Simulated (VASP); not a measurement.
Input:

```xyz
8
Lattice="1.9259 -3.3357 0.0000 1.9259 3.3357 0.0000 0.0000 0.0000 12.7600" Properties=species:S:1:pos:R:3 pbc="T T T"
Zn     1.9259    -1.1119     3.0678
Zn     1.9259     1.1119     0.0076
Zn     1.9259    -1.1119     9.6975
S      1.9259    -1.1119     5.3780
S      1.9259     1.1119     2.3296
S      1.9259    -1.1119    12.0196
S      1.9259     1.1119     8.9527
Cd     1.9259     1.1119     6.4483
```

Calculation: PBEsol GGA, VASP's PBE PAW potentials (set 64) (plane waves; VASP). Numerical set-up: 400 eV cut-off, Gaussian smearing of 0.050 eV, potentials Zn S Cd.

Task: Give the energies of bands 27 to 40 at the high-symmetry points, in eV from the valence-band maximum.

Result: 
```tsv
band	Γ	M	K	A	L	H
27	-3.08	-4.81	-4.60	-1.47	-4.71	-4.76
28	-1.18	-4.10	-4.07	-1.42	-4.25	-4.18
29	-1.18	-3.45	-4.07	-1.14	-2.90	-3.96
30	-0.80	-2.50	-3.36	-1.14	-2.75	-3.65
31	-0.80	-1.95	-3.01	-0.91	-2.43	-2.67
32	-0.55	-1.94	-2.55	-0.91	-2.14	-2.27
33	-0.55	-1.86	-2.48	-0.45	-1.63	-2.12
34	-0.33	-1.78	-2.10	-0.45	-1.61	-2.10
35	0.00	-1.61	-1.57	-0.03	-1.42	-1.95
36	0.00	-0.87	-1.54	-0.03	-0.95	-1.91
37	1.54	3.03	3.86	2.32	2.97	4.32
38	2.65	3.16	4.07	2.62	3.10	4.55
39	2.98	3.45	4.19	2.69	3.29	4.61
40	3.46	3.85	5.49	3.23	3.77	4.82
```

The gap is direct, 1.54 eV, from the valence maximum at Γ to the conduction minimum at Γ.

The structure was generated: CdZn3S4 was put into an ordered model structure (P3m1), which need not be its known phase. It was relaxed first.
